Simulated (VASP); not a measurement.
Level of theory: PBE GGA with D3 dispersion (Becke-Johnson damping), VASP's PBE PAW potentials (set 64) (plane waves; VASP).

VASP ran on this input.

**KPOINTS_OPT**
```
k-points along high-symmetry lines
15
Line-mode
Reciprocal
  0.000000   0.000000   0.000000 ! GAMMA
  0.500000   0.000000   0.000000 ! M

  0.500000   0.000000   0.000000 ! M
  0.333333   0.333333   0.000000 ! K

  0.333333   0.333333   0.000000 ! K
  0.000000   0.000000   0.000000 ! GAMMA
```

**KPOINTS**
```
Automatic mesh
0
Gamma
12 12 1
0 0 0
```

File POSCAR:
```
SnSe2 monolayer
1.0
  3.8316353262   0.0000000000   0.0000000000
 -1.9158176631   3.3182937860   0.0000000000
  0.0000000000   0.0000000000  18.8552502820
Se Sn
2 1
Direct
  0.6666670000   0.3333330000   0.4152611561
  0.3333330000   0.6666670000   0.5847388439
  0.0000000000   0.0000000000   0.5000000000
```

**INCAR**
```
LASPH = .TRUE.
EFIELD = 0.05
ISYM = 0
LCHARG = .FALSE.
IVDW = 12   ! D3, Becke-Johnson
ALGO = Normal   ! blocked Davidson
IDIPOL = 3
EDIFF = 1E-6   ! SCF stop (eV)
ISIF = 2   ! forces and stress, cell fixed
DIPOL = 0.5 0.5 0.5
LDIPOL = .TRUE.
PREC = Accurate
ISMEAR = 0   ! Gaussian
GGA = PE
SYSTEM = SnSe2 monolayer
LORBIT = 11   ! lm-projected
LREAL = .FALSE.
NELM = 100   ! most electronic steps
ENCUT = 400   ! plane-wave cut-off (eV)
LMAXMIX = 4
SIGMA = 0.05   ! width (eV)
LVHAR = .TRUE.
LWAVE = .FALSE.
```

POTCAR, in this order: Se Sn_d (PBE.64 set). Program: vasp_std.

Output

**OSZICAR**
```
       N       E                     dE             d eps       ncg     rms          rms(c)
DAV:   1     0.170782904010E+03    0.17078E+03   -0.10188E+04  2940   0.105E+03
DAV:   2     0.529617459715E+01   -0.16549E+03   -0.16321E+03  3359   0.246E+02
DAV:   3    -0.117118181266E+02   -0.17008E+02   -0.16922E+02  3144   0.958E+01
DAV:   4    -0.121265973381E+02   -0.41478E+00   -0.41451E+00  3394   0.178E+01
DAV:   5    -0.121371977136E+02   -0.10600E-01   -0.10600E-01  3876   0.271E+00    0.481E+00
DAV:   6    -0.118763911067E+02    0.26081E+00   -0.67340E-01  3944   0.880E+00    0.311E+00
DAV:   7    -0.118597474575E+02    0.16644E-01   -0.23002E-01  3303   0.339E+00    0.606E-01
DAV:   8    -0.118568434013E+02    0.29041E-02   -0.24917E-02  3492   0.166E+00    0.256E-01
DAV:   9    -0.118570457707E+02   -0.20237E-03   -0.27964E-03  3298   0.359E-01    0.792E-02
DAV:  10    -0.118570551607E+02   -0.93900E-05   -0.44093E-04  3651   0.183E-01    0.415E-02
DAV:  11    -0.118570677059E+02   -0.12545E-04   -0.49251E-05  3661   0.434E-02    0.189E-02
DAV:  12    -0.118570993161E+02   -0.31610E-04   -0.42770E-05  3104   0.344E-02    0.719E-03
DAV:  13    -0.118571355525E+02   -0.36236E-04   -0.15435E-05  3234   0.180E-02    0.514E-03
DAV:  14    -0.118572088601E+02   -0.73308E-04   -0.21693E-05  3022   0.166E-02    0.534E-03
DAV:  15    -0.118572166478E+02   -0.77877E-05   -0.95808E-07  2958   0.471E-03    0.365E-03
DAV:  16    -0.118572353385E+02   -0.18691E-04   -0.23302E-06  2675   0.620E-03    0.174E-03
DAV:  17    -0.118572401495E+02   -0.48110E-05   -0.17127E-07  2959   0.212E-03    0.108E-03
DAV:  18    -0.118572484885E+02   -0.83391E-05   -0.49181E-07  2679   0.258E-03    0.693E-04
DAV:  19    -0.118572537123E+02   -0.52238E-05   -0.12620E-07  2290   0.111E-03    0.658E-04
DAV:  20    -0.118572563747E+02   -0.26623E-05   -0.99673E-08  2589   0.161E-03    0.263E-04
DAV:  21    -0.118572571312E+02   -0.75656E-06   -0.23490E-08  2485   0.616E-04
   1 F= -.12613388E+02 E0= -.12613388E+02  d E =-.287279E-13
       N       E                     dE             ncg
```

**OUTCAR**
```
------------------------ aborting loop because EDIFF is reached ----------------------------------------
 Edisp (eV)   -0.75613
  FORCE on cell =-STRESS in cart. coord.  units (eV):
  Direction    XX          YY          ZZ          XY          YZ          ZX
  --------------------------------------------------------------------------------------
  Total      -0.10634    -0.10635     0.02589    -0.00001    -0.00001     0.00002
  in kB      -0.71070    -0.71077     0.17303    -0.00004    -0.00008     0.00013
  external pressure =       -0.42 kB  Pullay stress =        0.00 kB
  volume of cell :      239.73
      direct lattice vectors                 reciprocal lattice vectors
     3.831635326  0.000000000  0.000000000     0.260985171  0.150679847  0.000000000
    -1.915817663  3.318293786  0.000000000     0.000000000  0.301359694  0.000000000
     0.000000000  0.000000000 18.855250282     0.000000000  0.000000000  0.053035626
 POSITION                                       TOTAL-FORCE (eV/Angst)
 -----------------------------------------------------------------------------------
      1.91582      1.10610      7.82985        -0.000007      0.000004     -0.011313
     -0.00000      2.21220     11.02540         0.000007     -0.000004      0.025951
      0.00000      0.00000      9.42763         0.000000      0.000000     -0.014638
 -----------------------------------------------------------------------------------
    total drift:                               -0.000000      0.000000     -0.000015
  FREE ENERGIE OF THE ION-ELECTRON SYSTEM (eV)
  ---------------------------------------------------
  free  energy   TOTEN  =       -12.6133876601 eV

  energy  without entropy=      -12.6133876601  energy(sigma->0) =      -12.61338766

 total charge

# of ion       s       p       d       tot
------------------------------------------
    1        1.483   2.305   0.025   3.813
    2        1.483   2.307   0.025   3.814
    3        1.057   1.003  10.093  12.153
--------------------------------------------------
tot          4.023   5.615  10.142  19.780
```
(Selected blocks of OUTCAR.)

The cell holds a wide vacuum, so values per volume refer to the whole cell. The sign of EFIELD follows VASP, where electrons move along the field's direction.

The cell is a sheet with vacuum, built from a generated structure.
